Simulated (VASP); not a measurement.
Method: PBE GGA, VASP's PBE PAW potentials (set 64) (plane waves; VASP 6.6.1).

The input files of a VASP run:

INCAR:
```
ALGO=Normal
EDIFF=1E-6
ENCUT=400
GGA=PE
ISIF=2
ISMEAR=0
ISPIN=2
LASPH=.TRUE.
LCHARG=.FALSE.
LMAXMIX=6
LREAL=.FALSE.
LWAVE=.FALSE.
MAGMOM=2*1.0
NELM=100
PREC=Accurate
SIGMA=0.05
SYSTEM=TaTe
```

POSCAR:
```
TaTe
1
    3.4197480000     0.0000000000     0.0000000000
    0.0000000000     3.4197480000     0.0000000000
    0.0000000000     0.0000000000     3.4197480000
Ta Te
1 1
Direct
  0.0000000000   0.0000000000   0.0000000000
  0.5000000000   0.5000000000   0.5000000000
```

KPOINTS:
```
kpoints
0
gamma
  6 6 6
0 0 0
```

POTCAR, in this order: Ta_pv Te (PBE.64 set). Program: vasp_std.

The run wrote:

OSZICAR:
```
       N       E                     dE             d eps       ncg     rms          rms(c)
DAV:   1     0.805640636925E+02    0.80564E+02   -0.72775E+03  1040   0.949E+02
DAV:   2    -0.120170069670E+02   -0.92581E+02   -0.88578E+02  1265   0.252E+02
DAV:   3    -0.147861165956E+02   -0.27691E+01   -0.26966E+01  1369   0.397E+01
DAV:   4    -0.148191677039E+02   -0.33051E-01   -0.33003E-01  1110   0.452E+00
DAV:   5    -0.148196857503E+02   -0.51805E-03   -0.51797E-03  1290   0.584E-01    0.133E+01
DAV:   6    -0.145815703706E+02    0.23812E+00   -0.10237E+00  1180   0.867E+00    0.635E+00
DAV:   7    -0.145401390787E+02    0.41431E-01   -0.13011E-01  1193   0.282E+00    0.283E+00
DAV:   8    -0.145339938880E+02    0.61452E-02   -0.20284E-02  1120   0.109E+00    0.125E+00
DAV:   9    -0.145317987553E+02    0.21951E-02   -0.18774E-03  1215   0.316E-01    0.307E-01
DAV:  10    -0.145319233322E+02   -0.12458E-03   -0.14501E-04  1150   0.125E-01    0.181E-01
DAV:  11    -0.145320181409E+02   -0.94809E-04   -0.19291E-04  1121   0.126E-01    0.741E-02
DAV:  12    -0.145320600430E+02   -0.41902E-04   -0.49561E-05  1223   0.537E-02    0.316E-02
DAV:  13    -0.145320764229E+02   -0.16380E-04   -0.10578E-05  1159   0.215E-02    0.251E-02
DAV:  14    -0.145320895613E+02   -0.13138E-04   -0.97017E-05  1141   0.764E-02    0.157E-02
DAV:  15    -0.145320911445E+02   -0.15832E-05   -0.56625E-06  1130   0.190E-02    0.879E-03
DAV:  16    -0.145320941116E+02   -0.29671E-05   -0.36467E-06  1096   0.136E-02    0.289E-03
DAV:  17    -0.145320943302E+02   -0.21854E-06   -0.66144E-07   555   0.605E-03
   1 F= -.14532094E+02 E0= -.14530292E+02  d E =-.360448E-02  mag=     0.4602
```

File OUTCAR:
```
------------------------ aborting loop because EDIFF is reached ----------------------------------------
  FORCE on cell =-STRESS in cart. coord.  units (eV):
  Direction    XX          YY          ZZ          XY          YZ          ZX
  --------------------------------------------------------------------------------------
  Total        0.0214255      0.0214255      0.0214255     -0.0000000     -0.0000000     -0.0000000
  in kB        0.8583397      0.8583397      0.8583397     -0.0000000     -0.0000000     -0.0000000
  external PRESSURE =       0.8583397 kB  Pullay stress =       0.0000000 kB
  volume of cell :       39.99
      direct lattice vectors                 reciprocal lattice vectors
     3.419748000  0.000000000  0.000000000     0.292419207  0.000000000  0.000000000
     0.000000000  3.419748000  0.000000000     0.000000000  0.292419207  0.000000000
     0.000000000  0.000000000  3.419748000     0.000000000  0.000000000  0.292419207
 POSITION                                       TOTAL-FORCE (eV/Angst)
 -----------------------------------------------------------------------------------
      0.00000      0.00000      0.00000         0.000000      0.000000      0.000000
      1.70987      1.70987      1.70987         0.000000      0.000000      0.000000
 -----------------------------------------------------------------------------------
    total drift:                               -0.000000      0.000000      0.000000
  FREE ENERGIE OF THE ION-ELECTRON SYSTEM (eV)
  ---------------------------------------------------
  free  energy   TOTEN  =       -14.5320943302 eV

  energy  without entropy=      -14.5284898509  energy(sigma->0) =      -14.53029209
```
(Selected blocks of OUTCAR.)

The structure was generated: TaTe was put into the CsCl type (Pm-3m), which need not be its known phase. The cell was not relaxed at this level. The k-mesh is coarse (spacing up to 0.31 per Å, 2π included), so the numbers may not be converged in it.
